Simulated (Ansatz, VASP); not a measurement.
**Cross-check of InCuW (InCuW in the AlB2 type) between VASP and Ansatz**

Aim: how closely do two programs agree when they are given the same cell, functional and k mesh? The cell is generated by rule, not measured, and may not be a known phase. The cell is taken from a series of runs on this material, whose earlier steps may have relaxed, scaled, displaced or heated it; both programs get it as it stands.

Program: Ansatz 0.2.0. Level of theory: plane waves, with VASP 6.6.1 beside it; single point at PBE. Results are calculated unless marked as measured.

The structure was built from a prototype and need not be the compound's stable phase.

**1. Set-up**

Symmetry: P-6m2, No. 187, hexagonal system. Conventional cell: a = 3.893 Å, b = 3.893 Å, c = 4.087 Å, α = 90.00°, β = 90.00°, γ = 120.00°. Nearest to W lie 6 Cu at 3.04 Å and 6 In at 3.04 Å. Nearest to In lie 3 Cu at 2.25 Å and 6 W at 3.04 Å. Nearest to Cu lie 3 In at 2.25 Å and 6 W at 3.04 Å. Farther neighbours are not listed.

**2. Ansatz: single point, PBE**

Ansatz runs on its PAW soft_1 files.

With cell and atoms fixed, the geometry can't cause a difference; cores, projectors, grids and the points listed under the comparison can.

Input file input.yaml:

```yaml
crystal:
  lattice:
    - [3.89272, 0.0, 0.0]
    - [-1.94636, 3.37119, 0.0]
    - [0.0, 0.0, 4.08735]
  atoms:
    - { symbol: W, position: [0.0, 0.0, 0.0] }
    - { symbol: In, position: [0.33333333, 0.66666667, 0.5] }
    - { symbol: Cu, position: [0.66666667, 0.33333333, 0.5] }
kpoints:
  mp_grid: { grid: [6, 6, 4] }
hamiltonian:
  xc: pbe
  pseudopotentials: { kind: paw, azcp: { folder: soft_1 } }
scf:
  occupations: { method: gaussian, width: 0.1 }
output:
  forces: true
  stress: true
  eigenvalues: true
```

The run is started by

```
$ ansatz run input.yaml --threads 4 --pin off --max-ram 12288MiB --backend cpu --events-out ev --progress --plain --runs-dir out
```

Numbers of over 12 decimals in the logs are rounded to 6 here.

The log of the run:

```text
Engine: ansatz 0.2.0, aarch64-unknown-linux-gnu
Pseudopotentials: kind: paw
Pseudopotential: W, paw, valence charge 14, recommended cutoff 420 eV (normal), soft_1/W.paw.azcp
Pseudopotential: In, paw, valence charge 13, recommended cutoff 420 eV (normal), soft_1/In.paw.azcp
Pseudopotential: Cu, paw, valence charge 19, recommended cutoff 420 eV (normal), soft_1/Cu.paw.azcp
Functional definition: PBE
  parameter kappa = 0.804
  parameter beta = 0.066725
  exchange = pbe_x(kappa = kappa, mu = beta*pi^2/3)
  correlation = pbe_c(beta = beta)
Crystal: 3 atoms, lattice volume = 53.639 Å³
Basis set: ecut = 420 eV, 1081 PW (Γ), exchange–correlation on 54×54×60 points (8 copies of the dense FFT grid, shifted against one another)
Bands: 28, of which v1, the nominal top of the filled ones, is band 23 counted from 1 (22 counted from 0)
Symmetry: 12 space group operations
Space group: P-6m2 (ITA 187), of the structure as read, at distance tolerance 3.8e-5 Å
k-points: 21 of 144 (time reversal used)
Non-local potential: W, projectors of the file, l = 0: 3, l = 1: 2, l = 2: 2, l = 3: 1
Non-local potential: In, projectors of the file, l = 0: 2, l = 1: 2, l = 2: 2, l = 3: 1
Non-local potential: Cu, projectors of the file, l = 0: 3, l = 1: 2, l = 2: 3, l = 3: 1
PAW form: soft (Blöchl's): semilocal exchange-correlation on the pseudo side does not see the compensation charge
PAW one-centre angular grid: W, 590 points (default); XC on 64 Gauss nodes
PAW one-centre angular grid: In, 590 points (default); XC on 64 Gauss nodes
PAW one-centre angular grid: Cu, 590 points (default); XC on 64 Gauss nodes
Initial density: superposition of atomic densities (chi_scale 0.1, normalization cell, long waves kept (reshape's long-wave potential 0.00 eV rms))
Initial wavefunctions: pseudopotential atomic-orbital guess
Functional: x = pbe(κ = 0.804, μ = 0.219515), c = pbe(β = 0.066725)
SCF iter   1: F=—  HF=-22606.362478 eV  |F-HF|=—  |Δ(HF+E_count)|=         —  Δρ=1.02e-1  dr2=7.26e0  ethr=3.10e-3  ⟨swp⟩=5.6  Hψ=2180  notcnv=0
preconditioner: auto → Resta (q_TF=auto, 2.659 Å⁻¹)  ε∞=8.2  [insulator: Δε(μ)=0.160 eV  Ē_g=10.349 eV  σ=0.100 eV  W_gap=0.61  n_scr=20 (ndim 8)  ℏωp=27.8 eV  f_vac=0.000  D(μ)=0.48/eV (n_scr^D=0)  ε∞_Penn≈8.2]
SCF iter   2: F=—  HF=-22605.103101 eV  |F-HF|=—  |Δ(HF+E_count)|=    1.26e0  Δρ=4.05e-2  dr2=1.82e0  ethr=3.10e-3  ⟨swp⟩=2.0  Hψ=1030  notcnv=0  defer=12
SCF iter   3: F=—  HF=-22604.813623 eV  |F-HF|=—  |Δ(HF+E_count)|=   2.89e-1  Δρ=3.99e-2  dr2=5.56e-1  ethr=3.10e-3  ⟨swp⟩=2.1  Hψ=925  notcnv=0  defer=11
SCF iter   4: F=—  HF=-22604.711226 eV  |F-HF|=—  |Δ(HF+E_count)|=   1.02e-1  Δρ=5.50e-3  dr2=1.11e-2  ethr=1.21e-3  ⟨swp⟩=2.1  Hψ=954  notcnv=0  defer=8
SCF iter   5: F=—  HF=-22604.715705 eV  |F-HF|=—  |Δ(HF+E_count)|=   4.48e-3  Δρ=2.39e-3  dr2=6.49e-3  ethr=2.42e-5  ⟨swp⟩=2.1  Hψ=1104  notcnv=0  defer=6
SCF iter   6: F=—  HF=-22604.714503 eV  |F-HF|=—  |Δ(HF+E_count)|=   1.20e-3  Δρ=1.05e-3  dr2=4.97e-4  ethr=1.41e-5  ⟨swp⟩=2.0  Hψ=775  notcnv=0  defer=6
SCF iter   7: F=—  HF=-22604.714450 eV  |F-HF|=—  |Δ(HF+E_count)|=   5.24e-5  Δρ=5.40e-4  dr2=1.67e-4  ethr=1.08e-6  ⟨swp⟩=1.2  Hψ=587  notcnv=0  defer=6
SCF iter   8: F=—  HF=-22604.714416 eV  |F-HF|=—  |Δ(HF+E_count)|=   3.43e-5  Δρ=8.27e-5  dr2=3.12e-6  ethr=3.64e-7  ⟨swp⟩=2.0  Hψ=741  notcnv=0  defer=6
SCF iter   9: F=—  HF=-22604.714414 eV  |F-HF|=—  |Δ(HF+E_count)|=   2.37e-6  Δρ=8.33e-6  dr2=3.12e-8  ethr=2.17e-10  ⟨swp⟩=4.7  Hψ=2689  notcnv=0
SCF iter  10: F=-22604.714414 eV  HF=-22604.714414 eV  |F-HF|=1.32e-9  |Δ(HF+E_count)|=   3.35e-9  Δρ=2.04e-6  dr2=2.35e-9  ethr=6.78e-11  ⟨swp⟩=2.0  Hψ=1979  notcnv=0
SCF 1 converged in 10 iterations: F = -22604.714414 eV  dr2 = 2.35e-9
  greatest PAW one-centre occupation: 1.000 electrons in one spin orbital (limit 2), on the Cu atom at site 2 (counted from 0), in its partial waves of l = 0
SCF converged after 10 iterations
Free energy (F): -22604.714414 eV
Harris-Foulkes:  -22604.714414 eV  (|F-HF|=1.32e-9)
Internal energy: -22604.698484 eV  (E = F + TS)
E sigma→0 (E₀):  -22604.706449 eV
Entropy (-TS):   -0.015930 eV (-5.310 meV/atom)
Fermi energy:    15.091557 eV
--- Per-component energies (eV) ---
  E_band       = -548.711917
  E_kinetic    = 901.971727
  E_local      = -7272.947937  (includes V_loc(G=0)·N_el)
  E_nonlocal   = 1194.092618
  E_hartree    = 3109.765290
  E_xc         = -477.800028
  E_vxc        = -407.577693  (∫ρ·V_xc dr)
  E_paw        = -14603.546331  (= ΣΔE_a)
  E_vpaw       = -1183.782029  (= ΣTr[D̂ρ^β])
  E_aug_tail   = 0.001366  (compensation charges beyond the density's cutoff)
  E_ewald      = -5456.235188
  E_smearing   = -0.015930  (= −TS)
  E_closure    = -0.000000  (closes the sum)
  Σ components = -22604.714414   (vs F -22604.714414, Δ=0.00e0)
--- Forces (eV/Å), atoms counted from 1 ---
  atom   1  W      0.00000000    -0.00000000     0.00000000
  atom   2  In     0.00000000    -0.00000000     0.00000000
  atom   3  Cu    -0.00000000     0.00000000     0.00000000
  max |Σ_I F_I| component: 7.40e-17 eV/Å
--- Stress (GPa, compression-positive) ---
       17.662313      -0.000000       0.000000
       -0.000000      17.662313       0.000000
        0.000000       0.000000     -22.780997
  P = ⅓ Tr σ = 4.1812 GPa (41.812 kbar)
--- Band table (eV; the first three rows and the last of 21) ---
  k-point 0: bands = [... 19 lower, 13.7907, 13.9960, 13.9960, 15.1389, 15.3971, 15.3971, 19.8011, 21.4653, ... 1 higher]
  k-point 1: bands = [... 19 lower, 12.5459, 14.3923, 14.3923, 14.8981, 15.1852, 15.1852, 20.7052, 20.7052, ... 1 higher]
  k-point 2: bands = [... 19 lower, 12.1171, 14.8902, 14.8902, 14.9869, 14.9869, 15.2106, 19.8372, 19.8372, ... 1 higher]
  k-point 20: bands = [... 19 lower, 11.9874, 12.9221, 13.3046, 13.5946, 15.7124, 16.2855, 17.9586, 18.0682, ... 1 higher]
```

The column dr2 measures how far the density is from self-consistency, as an energy; F and HF (Harris–Foulkes) agree once it is small.

The run ends at a pressure of 4.18 GPa.

**3. VASP: single point, PBE**

The same cell, functional, mesh and smearing now go to VASP, with its own data sets.

Lines of VASP's logs that name or quote its potential files are left out, and so is its time.

Input file INCAR:

```
SYSTEM = InCuW
PREC = Accurate
ENCUT = 600
EDIFF = 1E-06
NELM = 120
ISMEAR = 0
SIGMA = 0.1
LREAL = .FALSE.
ALGO = Normal
GGA = PE
NBANDS = 21
LASPH = .TRUE.
LORBIT = 11
LWAVE = .FALSE.
LCHARG = .FALSE.
ISIF = 2
GGA_COMPAT = .FALSE.
```

Input file POSCAR:

```
InCuW
1.0
    3.8927200000      0.0000000000      0.0000000000
   -1.9463600000      3.3711900000      0.0000000000
    0.0000000000      0.0000000000      4.0873500000
W In Cu
1 1 1
Direct
    0.0000000000      0.0000000000      0.0000000000
    0.3333333333      0.6666666667      0.5000000000
    0.6666666667      0.3333333333      0.5000000000
```

Input file KPOINTS:

```
Automatic mesh
0
Gamma
6 6 4
0 0 0
```

Potentials, in the order of the species: W, In_d and Cu (PBE family, release 64).

The run is started by

```
$ mpirun -np 1 vasp_std
```

The log of the run:

```text
[banner, memory and clock lines left out]
running    1 mpi-ranks, on    1 nodes
 distrk:  each k-point on    1 cores,    1 groups
 distr:  one band on    1 cores,    1 groups

 POSCAR found type information on POSCAR W InCu
 POSCAR found :  3 types and       3 ions
 LDA part: xc-table for (Slater+PW92), standard interpolation
 POSCAR, INCAR and KPOINTS ok, starting setup
 FFT: planning ... GRIDC
 FFT: planning ... GRID_SOFT
 FFT: planning ... GRID
 WAVECAR not read
 entering main loop
       N       E                     dE             d eps       ncg     rms          rms(c)
DAV:   1     0.234568675881E+03    0.23457E+03   -0.15337E+04   898   0.220E+03
DAV:   2     0.502253094430E+01   -0.22955E+03   -0.22116E+03   882   0.420E+02
DAV:   3    -0.163695113526E+02   -0.21392E+02   -0.20354E+02  1125   0.142E+02
DAV:   4    -0.171673811570E+02   -0.79787E+00   -0.78693E+00  1084   0.269E+01
DAV:   5    -0.171985149368E+02   -0.31134E-01   -0.31121E-01  1363   0.544E+00    0.148E+01
DAV:   6    -0.155941053316E+02    0.16044E+01   -0.17135E+01  1099   0.979E+01    0.614E+00
DAV:   7    -0.151243664587E+02    0.46974E+00   -0.58903E+00  1069   0.666E+01    0.435E+00
DAV:   8    -0.149445768865E+02    0.17979E+00   -0.10425E+00  1207   0.248E+01    0.156E+00
DAV:   9    -0.149361242018E+02    0.84527E-02   -0.76860E-02  1383   0.532E+00    0.736E-01
DAV:  10    -0.149334503659E+02    0.26738E-02   -0.22675E-02  1110   0.413E+00    0.275E-01
DAV:  11    -0.149329842463E+02    0.46612E-03   -0.36966E-03  1054   0.150E+00    0.483E-02
DAV:  12    -0.149329724101E+02    0.11836E-04   -0.20437E-04  1203   0.135E-01    0.357E-02
DAV:  13    -0.149329645123E+02    0.78977E-05   -0.48584E-05  1157   0.158E-01    0.715E-03
DAV:  14    -0.149329654559E+02   -0.94358E-06   -0.39246E-06   906   0.407E-02
   1 F= -.14932965E+02 E0= -.14924766E+02  d E =-.163988E-01
```

Parts of OUTCAR (step 3):

```text
ion  position               nearest neighbor table
   1  0.000  0.000  0.000-   2 3.04   2 3.04   3 3.04   3 3.04   2 3.04   3 3.04   2 3.04   3 3.04
                             3 3.04   3 3.04   2 3.04   2 3.04
   2  0.333  0.667  0.500-   3 2.25   3 2.25   3 2.25   1 3.04   1 3.04   1 3.04   1 3.04   1 3.04
                             1 3.04
   3  0.667  0.333  0.500-   2 2.25   2 2.25   2 2.25   1 3.04   1 3.04   1 3.04   1 3.04   1 3.04
                             1 3.04

  LATTYP: Found a hexagonal cell.
 ALAT       =     3.8927200000
 C/A-ratio  =     1.0499984587

 Subroutine GETGRP returns: Found 12 space group operations
 (whereof 12 operations were pure point group operations)

The static configuration has the point symmetry D_3h.

 Found     21 irreducible k-points:

   k-points           NKPTS =     21   k-points in BZ     NKDIM =     21   number of bands    NBANDS=     21

   dimension x,y,z NGX =    32 NGY =   32 NGZ =   36
   dimension x,y,z NGXF=    64 NGYF=   64 NGZF=   72

   ENCUT  =  600.0 eV  44.10 Ry    6.64 a.u.   7.77  7.77  8.16*2*pi/ulx,y,z

   NELECT =      30.0000    total number of electrons

 k-points in reciprocal lattice and weights: Automatic mesh
   0.00000000  0.00000000  0.00000000       0.007
   0.16666667  0.00000000  0.00000000       0.042
   0.33333333  0.00000000  0.00000000       0.042
   0.50000000  0.00000000  0.00000000       0.021
   0.16666667  0.16666667  0.00000000       0.042
   0.33333333  0.16666667  0.00000000       0.083
   0.33333333  0.33333333  0.00000000       0.014
   0.00000000  0.00000000  0.25000000       0.014
   0.16666667  0.00000000  0.25000000       0.083
[...]
0.33333333  0.16666667  0.50000000       0.083
   0.33333333  0.33333333  0.50000000       0.014

 average (electrostatic) potential at core
       1 -38.9441       2 -93.6020       3 -64.5053

 E-fermi :   7.4374

 k-point     1 :       0.0000    0.0000    0.0000
  band No.  band energies     occupation
    ...
     10       4.0017      2.00000
     11       4.0017      2.00000
     12       6.1416      2.00000
     13       6.3547      2.00000
     14       6.3547      2.00000
     15       7.5313      0.18428
     16       7.7320      0.00003
     17       7.7320      0.00003
     18      12.1606      0.00000
     19      13.8271      0.00000
    ...

 k-point     2 :       0.1667    0.0000    0.0000
  band No.  band energies     occupation
    ...
     11       3.9956      2.00000
     12       5.9409      2.00000
     13       6.2977      2.00000
     14       6.4188      2.00000
     15       6.5750      2.00000
     16       7.7359      0.00002
     17       9.4819      0.00000
     18      10.3621      0.00000
     19      11.4695      0.00000
     20      12.5038      0.00000
    ...

 k-point     3 :       0.3333    0.0000    0.0000
  band No.  band energies     occupation
    ...
     11       3.9835      2.00000
     12       4.9155      2.00000
     13       6.0267      2.00000
     14       6.3813      2.00000
     15       7.1696      1.99985
     16       7.7432      0.00002
     17       8.6690      0.00000
     18       9.4818      0.00000
     19      11.5697      0.00000
     20      12.5136      0.00000
    ...

  Total        5.8638323      5.8638170     -7.8025176      0.0000000      0.0000000      0.0000000
  in kB      175.1515162    175.1510580   -233.0596627      0.0000000      0.0000000      0.0000000
  external PRESSURE =      39.0809705 kB  Pullay stress =       0.0000000 kB

  energy-cutoff  :      600.00
  volume of cell :       53.64
      direct lattice vectors                 reciprocal lattice vectors
     3.892720000  0.000000000  0.000000000     0.256889784  0.148315580  0.000000000
    -1.946360000  3.371190000  0.000000000     0.000000000  0.296631160  0.000000000
     0.000000000  0.000000000  4.087350000     0.000000000  0.000000000  0.244657296

 POSITION                                       TOTAL-FORCE (eV/Angst)
 -----------------------------------------------------------------------------------
      0.00000      0.00000      0.00000         0.000000      0.000000      0.000000
     -0.00000      2.24746      2.04367         0.000000     -0.000000      0.000000
      1.94636      1.12373      2.04367        -0.000000      0.000000      0.000000
 -----------------------------------------------------------------------------------
    total drift:                               -0.000009      0.000097      0.000000

  FREE ENERGIE OF THE ION-ELECTRON SYSTEM (eV)
  ---------------------------------------------------
  free  energy   TOTEN  =       -14.9329654559 eV

  energy  without entropy=      -14.9165666189  energy(sigma->0) =      -14.92476604

 total charge
# of ion       s       p       d       tot
------------------------------------------
    1        0.419   0.317   3.792   4.527
    2        0.911   1.014   9.936  11.861
    3        0.505   0.501   9.224  10.229
--------------------------------------------------
tot          1.835   1.832  22.951  26.618

[... 3 further parts left out ...]
```

The k-mesh is coarse for a metal.

The run ends at a pressure of 3.91 GPa.

**4. Comparison**

Known differences besides the potentials themselves: the data sets hold 46 valence electrons in Ansatz (on its PAW soft_1 files) and 30 in VASP; the cutoff is 420 eV in Ansatz and 600 eV in VASP. Total energies have different zeros and are not compared.

Both answers:

```tsv
quantity	Ansatz	VASP	difference
pressure (GPa)	4.18	3.91	+0.27
```

**5. Summary of results**

| Item | Value |
| --- | --- |
| difference in pressure (single point, PBE) | 0.27 GPa |

The difference in pressure is 0.27 GPa (single point, PBE), within the 1 GPa picked in this series as the mark of a large difference. The data sets hold unlike numbers of valence electrons (46 in Ansatz and 30 in VASP), so part of the differences comes from the potentials. How closely two codes agree says nothing of how well the functional describes the real material.

[Lines on the potential files, build, host, timing and source positions are cut from VASP's logs without a mark.]

[Logs are printed without paths, hosts, clocks, repeated set-up lines and the standing remarks that a program may print on its own settings, such as how far it seeks lower states.]

[Hosts, paths, dates, database ids (printed as entryN), source tags and the programs' standing remarks are cut or masked in the printed files.]
